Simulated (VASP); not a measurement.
All values below come from G0W0 on PBE orbitals, VASP's PBE PAW potentials (set 64) (plane waves; VASP).

A VASP calculation is set up with these files.

INCAR:
```
ALGO = EVGW0
NBANDS = 88
ISMEAR = 0   # Gaussian
ENCUT = 500   # plane-wave cut-off (eV)
NOMEGA = 64
LWAVE = F
PREC = Normal
GGA = PE   # PBE
LREAL = F   # projection in real space or not
SIGMA = 0.01   # width (eV)
LCHARG = F
LSPECTRALGW = T
LASPH = T
SYSTEM = GaN
ENCUTGW = 170
NBANDSGW = 17
NELMGW = 1
```

### KPOINTS
```
kpoints
0
G
  5 5 5
0 0 0
```

POSCAR:
```
GaN
3.186930
  0.0000000000   0.7071068395   0.7071068395
  0.7071068395   0.0000000000   0.7071068395
  0.7071068395   0.7071068395   0.0000000000
Ga N
1 1
Direct
  0.0000000000   0.0000000000   0.0000000000
  0.7500000000   0.7500000000   0.7500000000
```

POTCAR, in this order: Ga_d_GW N_GW_new (PBE.64 set). Program: vasp_std. Read from the step before: WAVECAR, WAVEDER.

Output of the run:

File OSZICAR:
```
energies w=
    0.000    0.000    0.534    0.000    1.068    0.000    1.598    0.000
    2.125    0.000    2.648    0.000    3.166    0.000    3.677    0.000
    4.182    0.000    4.681    0.000    5.172    0.000    5.656    0.000
    6.135    0.000    6.606    0.000    7.071    0.000    7.532    0.000
    7.987    0.000    8.438    0.000    8.886    0.000    9.332    0.000
    9.775    0.000   10.218    0.000   10.662    0.000   11.106    0.000
   11.553    0.000   12.004    0.000   12.459    0.000   12.920    0.000
   13.389    0.000   13.867    0.000   14.356    0.000   14.857    0.000
   15.372    0.000   15.905    0.000   16.456    0.000   17.030    0.000
   17.628    0.000   18.255    0.000   18.914    0.000   19.610    0.000
   20.350    0.000   21.137    0.000   21.980    0.000   22.887    0.000
   23.869    0.000   24.938    0.000   26.108    0.000   27.398    0.000
   28.829    0.000   30.430    0.000   32.237    0.000   34.292    0.000
   36.657    0.000   39.409    0.000   42.653    0.000   46.538    0.000
   51.273    0.000   57.173    0.000   64.723    0.000   74.717    0.000
   88.556    0.000  108.949    0.000  141.930    0.000  204.184    0.000
NQ=   1    0.0000    0.0000    0.0000,
 performed        207000 updates of chi_q(r,r)
NQ=   2    0.2000    0.0000    0.0000,
 performed        543000 updates of chi_q(r,r)
NQ=   3    0.4000    0.0000    0.0000,
 performed        879000 updates of chi_q(r,r)
NQ=   4    0.2000    0.2000    0.0000,
 performed       1215000 updates of chi_q(r,r)
NQ=   5    0.4000    0.2000    0.0000,
 performed       1694000 updates of chi_q(r,r)
NQ=   6   -0.4000    0.2000    0.0000,
 performed       2173000 updates of chi_q(r,r)
NQ=   7   -0.2000    0.2000    0.0000,
 performed       2605000 updates of chi_q(r,r)
NQ=   8    0.4000    0.4000    0.0000,
 performed       2941000 updates of chi_q(r,r)
NQ=   9   -0.4000    0.4000    0.0000,
 performed       3373000 updates of chi_q(r,r)
NQ=  10   -0.4000    0.4000    0.2000,
 performed       3900000 updates of chi_q(r,r)
 resolving degeneracies of screened two electron integrals
```

OUTCAR:
```


 k-point   1 :       0.0000    0.0000    0.0000
  band No.  KS-energies  QP-energies   sigma(KS)   V_xc(KS)     V^pw_x(r,r')   Z            occupation Imag(sigma)

      1     -10.1836     -11.2086     -16.4025     -14.8545     -24.5780       0.6622       2.0000       1.0332
      2      -7.7523     -10.5420     -25.3555     -21.4873     -34.8027       0.7212       2.0000       0.1974
      3      -7.7523     -10.5420     -25.3555     -21.4873     -34.8027       0.7212       2.0000       0.1974
      4      -7.7523     -10.5420     -25.3555     -21.4873     -34.8027       0.7212       2.0000       0.1974
      5      -7.4369     -10.3323     -25.7826     -21.8058     -35.1958       0.7281       2.0000       0.1411
      6      -7.4369     -10.3323     -25.7826     -21.8058     -35.1958       0.7281       2.0000       0.1411
      7       5.7496       5.1830     -18.4734     -17.7246     -21.4150       0.7567       2.0000       0.0707
      8       5.7496       5.1830     -18.4734     -17.7246     -21.4150       0.7567       2.0000       0.0707
      9       5.7496       5.1830     -18.4734     -17.7246     -21.4150       0.7567       2.0000       0.0707
     10       7.4717       8.0511     -12.6158     -13.3551      -8.9590       0.7837       0.0000      -0.0557
     11      16.0340      16.7082     -10.5548     -11.4199      -5.3644       0.7794       0.0000      -0.1034
     12      16.0340      16.7082     -10.5548     -11.4199      -5.3644       0.7794       0.0000      -0.1034
     13      16.0340      16.7082     -10.5548     -11.4199      -5.3644       0.7794       0.0000      -0.1034
     14      23.3621      23.9120      -9.0322      -9.7529      -2.7054       0.7630       0.0000      -0.4653
     15      24.5277      24.7570      -9.3389      -9.6332      -2.9808       0.7794       0.0000      -0.6644
     16      24.5277      24.7570      -9.3389      -9.6332      -2.9808       0.7794       0.0000      -0.6644
     17      24.5277      24.7570      -9.3389      -9.6332      -2.9808       0.7794       0.0000      -0.6644

 k-point   2 :       0.2000    0.0000    0.0000
  band No.  KS-energies  QP-energies   sigma(KS)   V_xc(KS)     V^pw_x(r,r')   Z            occupation Imag(sigma)

      1      -9.8019     -10.9437     -17.3904     -15.6815     -25.6607       0.6681       2.0000       0.9564
      2      -7.7079     -10.5083     -25.4169     -21.5393     -34.8717       0.7222       2.0000       0.1951
      3      -7.7079     -10.5083     -25.4169     -21.5393     -34.8717       0.7222       2.0000       0.1951
      4      -7.5465     -10.1975     -24.5024     -20.8379     -33.7213       0.7234       2.0000       0.2585
      5      -7.4372     -10.3283     -25.7765     -21.8023     -35.1945       0.7275       2.0000       0.1426
      6      -7.4372     -10.3283     -25.7765     -21.8023     -35.1945       0.7275       2.0000       0.1426
      7       2.8354       2.0668     -16.6219     -15.5919     -19.9610       0.7463       2.0000       0.0977
      8       5.3800       4.7755     -18.1570     -17.3570     -21.1513       0.7555       2.0000       0.0731
      9       5.3800       4.7755     -18.1570     -17.3570     -21.1513       0.7555       2.0000       0.0731
     10       9.4093      10.0774     -13.1662     -14.0278      -9.2264       0.7755       0.0000      -0.0625
     11      14.7688      15.5014     -11.3583     -12.3076      -6.2296       0.7718       0.0000      -0.1025
     12      16.4604      17.1455     -10.7855     -11.6716      -5.4577       0.7733       0.0000      -0.1216
     13      16.4604      17.1455     -10.7855     -11.6716      -5.4577       0.7733       0.0000      -0.1216
     14      22.1615      22.3714      -8.8475      -9.1156      -2.7733       0.7826       0.0000      -0.4859
     15      22.4400      22.8540     -10.1302     -10.6622      -4.4573       0.7783       0.0000      -0.3523
     16      22.4400      22.8540     -10.1302     -10.6622      -4.4573       0.7783       0.0000      -0.3523
     17      27.1340      27.8084      -9.8119     -10.6833      -3.0631       0.7740       0.0000      -0.8150

 k-point   3 :       0.4000    0.0000    0.0000
  band No.  KS-energies  QP-energies   sigma(KS)   V_xc(KS)     V^pw_x(r,r')   Z            occupation Imag(sigma)

      1      -9.3483     -10.9393     -20.1006     -17.7840     -28.7972       0.6868       2.0000       0.7204
      2      -7.6684     -10.4820     -25.4586     -21.5660     -34.9023       0.7228       2.0000       0.1875
      3      -7.6684     -10.4820     -25.4586     -21.5660     -34.9023       0.7228       2.0000       0.1875
      4      -7.4016     -10.2958     -25.8355     -21.8630     -35.2860       0.7286       2.0000       0.1478
      5      -7.4016     -10.2958     -25.8355     -21.8630     -35.2860       0.7286       2.0000       0.1478
      6      -6.5310      -8.7112     -22.7627     -19.7347     -31.3903       0.7200       2.0000       0.3983
      7      -0.6084      -1.5129     -14.9236     -13.6572     -19.2471       0.7142       2.0000       0.2188
      8       4.8614       4.2107     -17.7773     -16.9135     -20.8629       0.7533       2.0000       0.0771
      9       4.8614       4.2107     -17.7773     -16.9135     -20.8629       0.7533       2.0000       0.0771
     10      10.3378      11.0438     -11.8310     -12.7284      -7.4705       0.7868       0.0000      -0.0679
     11      14.4222      15.1759     -12.9307     -13.9478      -7.4701       0.7411       0.0000      -0.1262
     12      16.2051      16.8053     -10.6532     -11.4255      -5.4703       0.7772       0.0000      -0.1222
     13      16.2051      16.8053     -10.6532     -11.4255      -5.4703       0.7772       0.0000      -0.1222
     14      21.3154      21.6577      -9.3291      -9.7741      -3.1788       0.7692       0.0000      -0.4078
     15      24.3234      24.8650     -10.9647     -11.6701      -4.5179       0.7678       0.0000      -0.5573
     16      24.3234      24.8650     -10.9647     -11.6701      -4.5179       0.7678       0.0000      -0.5573
     17      29.2268      30.0861     -11.1123     -12.2040      -4.0758       0.7871       0.0000      -1.0946

 k-point   4 :       0.2000    0.2000    0.0000
  band No.  KS-energies  QP-energies   sigma(KS)   V_xc(KS)     V^pw_x(r,r')   Z            occupation Imag(sigma)

      1      -9.6848     -10.8799     -17.7846     -16.0037     -26.1039       0.6710       2.0000       0.9251
      2      -7.6572     -10.4679     -25.4857     -21.5986     -34.9528       0.7231       2.0000       0.1936
      3      -7.6572     -10.4679     -25.4857     -21.5986     -34.9528       0.7231       2.0000       0.1936
      4      -7.6008     -10.3015     -24.7168     -20.9797     -33.9630       0.7227       2.0000       0.2287
      5      -7.4107     -10.3038     -25.8161     -21.8385     -35.2418       0.7274       2.0000       0.1414
      6      -7.4085     -10.1686     -25.0669     -21.2693     -34.3393       0.7268       2.0000       0.1999
      7       3.0883       2.3638     -16.9893     -16.0204     -20.2796       0.7478       2.0000       0.0922
      8       4.6820       4.0012     -17.5480     -16.6443     -20.6395       0.7534       2.0000       0.0785
      9       4.6820       4.0012     -17.5480     -16.6443     -20.6395       0.7534       2.0000       0.0785
     10       9.9975      10.6518     -13.4203     -14.2707      -9.4254       0.7693       0.0000      -0.0658
     11      13.7076      14.4418     -10.6972     -11.6281      -5.8240       0.7887       0.0000      -0.0838
     12      17.1997      17.9399     -11.4346     -12.4085      -5.7990       0.7601       0.0000      -0.1577
     13      17.1997      17.9399     -11.4346     -12.4085      -5.7990       0.7601       0.0000      -0.1577
     14      18.2197      18.4828      -9.6288      -9.9661      -4.4072       0.7803       0.0000      -0.1855
     15      26.4017      27.0964     -11.1477     -12.0330      -5.2406       0.7847       0.0000      -0.5081
     16      27.1965      27.5278      -9.4684      -9.8871      -2.9916       0.7912       0.0000      -0.8464
     17      27.1965      27.5278      -9.4684      -9.8871      -2.9916       0.7912       0.0000      -0.8464

 k-point   5 :       0.4000    0.2000    0.0000
  band No.  KS-energies  QP-energies   sigma(KS)   V_xc(KS)     V^pw_x(r,r')   Z            occupation Imag(sigma)

      1      -9.3059     -10.8900     -20.1547     -17.8393     -28.8566       0.6842       2.0000       0.7168
      2      -7.6415     -10.4554     -25.4165     -21.5303     -34.8437       0.7241       2.0000       0.1891
      3      -7.5941     -10.4262     -25.5727     -21.6674     -35.0423       0.7252       2.0000       0.1864
      4      -7.5180     -10.3742     -25.5464     -21.6127     -34.9425       0.7261       2.0000       0.1619
      5      -7.3858     -10.2857     -25.8551     -21.8790     -35.3034       0.7293       2.0000       0.1453
      6      -6.6434      -8.8247     -22.6431     -19.6124     -31.2625       0.7198       2.0000       0.3994
      7       0.5789      -0.3006     -15.8479     -14.6330     -19.9193       0.7239       2.0000       0.1558
      8       3.6622       2.9137     -16.7328     -15.7343     -19.9229       0.7497       2.0000       0.0875
      9       4.0969       3.3706     -17.1413     -16.1732     -20.3347       0.7502       2.0000       0.0839
     10      11.0384      11.6280     -12.0171     -12.7763      -7.6006       0.7766       0.0000      -0.0745
     11      13.3783      14.2653     -12.4682     -13.6229      -7.5716       0.7682       0.0000      -0.0893
     12      15.8330      16.3621     -10.8849     -11.5722      -5.6704       0.7697       0.0000      -0.1265
     13      17.5913      18.3036     -11.5563     -12.4976      -5.8100       0.7567       0.0000      -0.1877
     14      19.9137      20.4767     -11.1728     -11.9209      -5.0459       0.7526       0.0000      -0.3030
     15      25.9663      26.4306      -9.6830     -10.2770      -3.3022       0.7817       0.0000      -0.7149
     16      26.5180      27.1181     -11.0032     -11.7765      -4.4584       0.7759       0.0000      -0.6981
     17      29.5606      30.3431     -11.1474     -12.1438      -4.0914       0.7853       0.0000      -1.1024

 k-point   6 :      -0.4000    0.2000    0.0000
  band No.  KS-energies  QP-energies   sigma(KS)   V_xc(KS)     V^pw_x(r,r')   Z            occupation Imag(sigma)

...
```
(Selected blocks of OUTCAR.)

The mesh is coarse and the basis finite, so the quasiparticle values are not converged.

The structure comes from a computed database's GaN entry (F-43m); how it stands against other phases isn't given here. The cell was not relaxed at this level. The k-mesh is coarse (spacing up to 0.48 per Å, 2π included), so the numbers may not be converged in it.
